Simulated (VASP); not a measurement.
Here is a VASP 6.6.1 calculation.

The input INCAR:

```
PREC     = Accurate       # precision mode
ENCUT    = 450            # plane-wave cutoff, eV
EDIFF    = 1E-5           # SCF threshold, eV
ISMEAR   = 0              # smearing method
SIGMA    = 0.03           # smearing width, eV
LREAL    = Auto         
LASPH    = T              # aspherical terms in the spheres
NELM     = 120            # most SCF steps
ALGO     = Normal         # electronic algorithm
ISIF     = 2              # what is computed and relaxed
LWAVE    = F              # write WAVECAR
LCHARG   = F              # write CHGCAR
ISPIN    = 2              # spin polarisation
MAGMOM   = 2 0 0 0 0 0 0 0 0 0 0 0 0 0 0 0 0 0 0 0 0 0 0 0 # initial moments
LORBIT   = 11             # projections on sites
NUPDOWN  = 2              # fixed moment
LMAXMIX  = 4              # l up to which the mixer works
LDAU     = T              # DFT+U
LDAUTYPE = 2            
LDAUL    = 2 -1 -1        # shell
LDAUU    = 2 0 0          # U, eV
LDAUJ    = 0 0 0        
LDAUPRINT= 1            
GGA      = PS             # functional
ISYM     = 0
```

Contents of KPOINTS:

```
Automatic mesh
0
Gamma
  4 4 3
```

Contents of POSCAR:

```
Sn7MoO16                                
1.0
    9.4747000000      0.0000000000      0.0000000000
    4.7373500000      4.7373500000      0.0000000000
    4.7373500000      0.0000000000      6.3728000000
  Mo              Sn              O             
     1     7    16
Direct
     0.9979259055023969    0.0016605093627264    0.0002051026352050
     0.2467399933660438    0.0024702825600186    0.5014623381863150
     0.4979458258825663    0.0019342832601621    0.0002129180446996
     0.7488850432538859    0.0013040638707161    0.4990639988381569
     0.8725296090967104    0.5018360282427389    0.2503132734401857
     0.1233205199057400    0.5015673485549892    0.7497895791105381
     0.3736922689508976    0.5017425350109803    0.2491674517522591
     0.6223269784201018    0.5024059017977858    0.7508523208883849
     0.9982729527306247    0.3005915387483593    0.0001019629236289
     0.2487791602784226    0.3069900738194369    0.4996870663190968
     0.4984414750385383    0.3065584079076564    0.9999288770172722
     0.7483115839181921    0.3069362216899487    0.5004147781013989
     0.5675908248995195    0.8064134103154921    0.2499522470330664
     0.8176776644656009    0.8056314632280017    0.7507156150501882
     0.0680975049070434    0.8085592469471379    0.2455769880016375
     0.3133729901584818    0.8085895675965631    0.7543010380974062
     0.9974808739897759    0.7027675675691680    0.0000958677008965
     0.2470733169128099    0.6971387349684024    0.4999543489729567
     0.4976775869657368    0.6971545962669818    0.0000948527066220
     0.7481147750914316    0.6959063753477847    0.5000451105408578
     0.1780801157276670    0.1976552755997837    0.2495030317732854
     0.4280289085335995    0.1964101613098626    0.7506293064150753
     0.6822981818983564    0.1946363059729080    0.2462602514461722
     0.9278189401058480    0.1953121000524026    0.7548106750046996
```

Potentials or basis: VASP PAW PBE potentials, release 64 (Mo_sv, Sn_d, O).

The run is started by

```sh
$ cat potpaw_PBE.64/Mo_sv/POTCAR potpaw_PBE.64/Sn_d/POTCAR potpaw_PBE.64/O/POTCAR > POTCAR
$ mpirun -np 1 vasp_std > vasp.out
```

Q: Estimate the largest force.

A: 0.069 eV/Å.

Forces on the atoms (eV/Å):
```
Mo  -0.005  0.001  0.010
Sn   0.002 -0.007  0.015
Sn  -0.007  0.001 -0.001
Sn  -0.003  0.006 -0.039
Sn   0.005 -0.003 -0.040
Sn   0.000 -0.002  0.038
Sn  -0.010 -0.008  0.008
Sn  -0.005 -0.014 -0.001
O    0.048  0.050 -0.003
O   -0.004  0.004  0.010
O    0.004 -0.001  0.004
O    0.003  0.000  0.007
O    0.000  0.012 -0.009
O    0.001  0.020  0.009
O    0.017 -0.018  0.038
O    0.041 -0.027 -0.047
O   -0.042 -0.038  0.002
O   -0.001 -0.005  0.004
O   -0.002  0.004  0.002
O   -0.011  0.003  0.007
O    0.016 -0.025  0.000
O    0.012 -0.003 -0.003
O   -0.023  0.026  0.030
O   -0.036  0.024 -0.040
```

Caveat: the PAW data sets were made with another functional, which shifts forces and pressure a little; the total moment is fixed, so each spin has its own Fermi level. The state reached can hang on the start; a lower one may exist.
